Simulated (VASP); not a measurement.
Output of a VASP run:

OSZICAR:
```
       N       E                     dE             d eps       ncg     rms          rms(c)
DAV:   1     0.136680032022E+03    0.13668E+03   -0.98857E+03  1003   0.103E+03
DAV:   2    -0.167069077263E+02   -0.15339E+03   -0.15136E+03  1233   0.291E+02
DAV:   3    -0.228045518822E+02   -0.60976E+01   -0.60058E+01  1256   0.568E+01
DAV:   4    -0.228947005193E+02   -0.90149E-01   -0.89657E-01  1300   0.705E+00
DAV:   5    -0.228959168916E+02   -0.12164E-02   -0.12157E-02  1249   0.842E-01    0.179E+01
DAV:   6    -0.214217512826E+02    0.14742E+01   -0.17630E+01  1223   0.228E+01    0.805E+00
DAV:   7    -0.211066083878E+02    0.31514E+00   -0.42380E+00  1210   0.989E+00    0.603E+00
DAV:   8    -0.210671730419E+02    0.39435E-01   -0.71045E-01  1121   0.500E+00    0.109E+00
DAV:   9    -0.210435671978E+02    0.23606E-01   -0.11411E-01  1138   0.192E+00    0.230E-01
DAV:  10    -0.210441802758E+02   -0.61308E-03   -0.55958E-03  1244   0.514E-01    0.230E-01
DAV:  11    -0.210440044511E+02    0.17582E-03   -0.23517E-03  1161   0.299E-01    0.516E-02
DAV:  12    -0.210439885379E+02    0.15913E-04   -0.20833E-04  1137   0.802E-02    0.114E-02
DAV:  13    -0.210439933957E+02   -0.48579E-05   -0.10516E-05  1168   0.233E-02    0.777E-03
DAV:  14    -0.210439938704E+02   -0.47470E-06   -0.75552E-07   786   0.616E-03
   1 F= -.21043994E+02 E0= -.20962134E+02  d E =-.163720E+00
```

OUTCAR:
```
------------------------ aborting loop because EDIFF is reached ----------------------------------------
  FORCE on cell =-STRESS in cart. coord.  units (eV):
  Direction    XX          YY          ZZ          XY          YZ          ZX
  --------------------------------------------------------------------------------------
  Total       -3.3301893     -3.3301893     -3.3301893      0.0000000      0.0000000      0.0000000
  in kB      -97.4631345    -97.4631345    -97.4631345      0.0000000      0.0000000      0.0000000
  external PRESSURE =     -97.4631345 kB  Pullay stress =       0.0000000 kB
  volume of cell :       54.74
      direct lattice vectors                 reciprocal lattice vectors
     0.000000000  3.013721000  3.013721000    -0.165907859  0.165907859  0.165907859
     3.013721000  0.000000000  3.013721000     0.165907859 -0.165907859  0.165907859
     3.013721000  3.013721000  0.000000000     0.165907859  0.165907859 -0.165907859
 POSITION                                       TOTAL-FORCE (eV/Angst)
 -----------------------------------------------------------------------------------
      0.00000      0.00000      0.00000         0.000000     -0.000000     -0.000000
      1.50686      1.50686      1.50686        -0.000000     -0.000000     -0.000000
      4.52058      4.52058      4.52058         0.000000      0.000000      0.000000
 -----------------------------------------------------------------------------------
    total drift:                               -0.000000      0.000000      0.000000
  FREE ENERGIE OF THE ION-ELECTRON SYSTEM (eV)
  ---------------------------------------------------
  free  energy   TOTEN  =       -21.0439938704 eV

  energy  without entropy=      -20.8802735655  energy(sigma->0) =      -20.96213372
```
(Selected blocks of OUTCAR.)

File POSCAR:
```
WS2
1
    0.0000000000     3.0137210000     3.0137210000
    3.0137210000     0.0000000000     3.0137210000
    3.0137210000     3.0137210000     0.0000000000
W S
1 2
Direct
  0.0000000000   0.0000000000   0.0000000000
  0.2500000000   0.2500000000   0.2500000000
  0.7500000000   0.7500000000   0.7500000000
```

Q: Write an INCAR and KPOINTS that could have produced this output.

A: One answer among several that fit: the input of the run itself, PBE GGA, plane waves, VASP's PBE PAW potentials (set 64).

INCAR:
```
ALGO = Normal
EDIFF = 1E-6
ENCUT = 300
GGA = PE
ISIF = 2
ISMEAR = 0
LASPH = .TRUE.
LCHARG = .FALSE.
LMAXMIX = 6
LREAL = .FALSE.
LWAVE = .FALSE.
NELM = 100
PREC = Accurate
SIGMA = 0.272
SYSTEM = WS2
```

**KPOINTS**
```
kpoints
0
gamma
 8 8 8
```

POTCAR, in this order: W_sv S (PBE.64 set). Program: vasp_std.

At this cut-off the stress carries a Pulay error, which pulls relaxed volumes low.

The structure was generated: WS2 was put into an ordered model structure, which need not be its known phase. The cell was not relaxed at this level.
